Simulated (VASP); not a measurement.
Input:

```xyz
1
Lattice="0.0000 1.9359 1.9359 1.9359 0.0000 1.9359 1.9359 1.9359 0.0000" Properties=species:S:1:pos:R:3 pbc="T T T"
Ir     0.0000     0.0000     0.0000
```

All values below come from PBE GGA, VASP's PBE PAW potentials (set 64) (plane waves; VASP). Settings: 480 eV cut-off, 15×15×15 Γ-centred mesh, first-order Methfessel-Paxton smearing of 0.10 eV, potentials Ir.

Unless said otherwise, spin-orbit coupling is left out, though it shifts the bands of the heavy elements here.

What does the run give for the energy per atom (σ→0), band gap (on the k-mesh) with the smallest direct gap where there is one?

The band gap (on the k-mesh) comes out as none (metal, semimetal or under 0.01 eV). The energy per atom (σ→0) comes out as -854.3 kJ/mol of atoms.

Total energies compare only between runs with the same potentials, cut-off and functional.

The compound is Ir in the fcc structure. It was relaxed first. The start is the result of an earlier pass.
